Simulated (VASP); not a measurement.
Method: PBE GGA, VASP's PBE PAW potentials (set 64) (plane waves; VASP).

VASP input:

### INCAR
```
# general
SYSTEM   =  Sb
PREC     =  Accurate
ENCUT    =  300
LREAL    =  .False.
LASPH    =  .True.

# electronic loop
EDIFF    =  1E-6
NELM     =  100
ALGO     =  Normal
LMAXMIX  =  4

# smearing
ISMEAR   =  -1
SIGMA    =  0.1

# functional
GGA      =  PE

# ions
ISIF     =  2

# output
LWAVE    =  .False.
LCHARG   =  .False.
```

**POSCAR**
```
Sb
1
    3.8920450000    -2.1194420000     0.0000000000
    3.8920450000     2.1194420000     0.0000000000
    2.7378870000     0.0000000000     3.4848280000
Sb
2
Direct
  0.2335000000   0.2335000000   0.2335000000
  0.7665000000   0.7665000000   0.7665000000
```

**KPOINTS**
```
Automatic mesh
0
Gamma
8 8 8
0 0 0
```

POTCAR, in this order: Sb (PBE.64 set). Program: vasp_std.

The resulting files:

File OSZICAR:
```
       N       E                     dE             d eps       ncg     rms          rms(c)
DAV:   1     0.247978674087E+02    0.24798E+02   -0.27734E+03  1170   0.559E+02
DAV:   2    -0.713862844343E+01   -0.31936E+02   -0.31180E+02  1598   0.104E+02
DAV:   3    -0.817948340891E+01   -0.10409E+01   -0.10355E+01  1465   0.224E+01
DAV:   4    -0.818625229222E+01   -0.67689E-02   -0.67672E-02  1403   0.208E+00
DAV:   5    -0.818630107563E+01   -0.48783E-04   -0.48782E-04  1385   0.173E-01    0.329E+00
DAV:   6    -0.818256450156E+01    0.37366E-02   -0.31324E-03  1299   0.448E-01    0.201E+00
DAV:   7    -0.818095390399E+01    0.16106E-02   -0.74180E-03  1238   0.693E-01    0.699E-02
DAV:   8    -0.818104430263E+01   -0.90399E-04   -0.21458E-04  1305   0.111E-01    0.235E-02
DAV:   9    -0.818107224000E+01   -0.27937E-04   -0.43986E-05  1243   0.494E-02    0.777E-03
DAV:  10    -0.818107299195E+01   -0.75194E-06   -0.41884E-06  1395   0.137E-02
   1 F= -.81810730E+01 E0= -.81754649E+01  d E =-.112162E-01
```

OUTCAR:
```
------------------------ aborting loop because EDIFF is reached ----------------------------------------
  FORCE on cell =-STRESS in cart. coord.  units (eV):
  Direction    XX          YY          ZZ          XY          YZ          ZX
  --------------------------------------------------------------------------------------
  Total        2.0227211      2.3666623      2.3289360     -0.0000000      0.0000000     -0.1139118
  in kB       56.3684195     65.9532420     64.9018991     -0.0000000      0.0000000     -3.1744493
  external PRESSURE =      62.4078535 kB  Pullay stress =       0.0000000 kB
  volume of cell :       57.49
      direct lattice vectors                 reciprocal lattice vectors
     3.892045000 -2.119442000  0.000000000     0.128467168 -0.235911150 -0.100931406
     3.892045000  2.119442000  0.000000000     0.128467168  0.235911150 -0.100931406
     2.737887000  0.000000000  3.484828000     0.000000000  0.000000000  0.286958209
 POSITION                                       TOTAL-FORCE (eV/Angst)
 -----------------------------------------------------------------------------------
      2.45688      0.00000      0.81371         0.489065      0.000000      0.161976
      8.06510      0.00000      2.67112        -0.489065      0.000000     -0.161976
 -----------------------------------------------------------------------------------
    total drift:                               -0.000000     -0.000000     -0.000000
  FREE ENERGIE OF THE ION-ELECTRON SYSTEM (eV)
  ---------------------------------------------------
  free  energy   TOTEN  =        -8.1810729919 eV

  energy  without entropy=       -8.1698567475  energy(sigma->0) =       -8.17546487
```
(Selected blocks of OUTCAR.)

The structure is a typed Sb crystal (R-3m). The cell was not relaxed at this level.
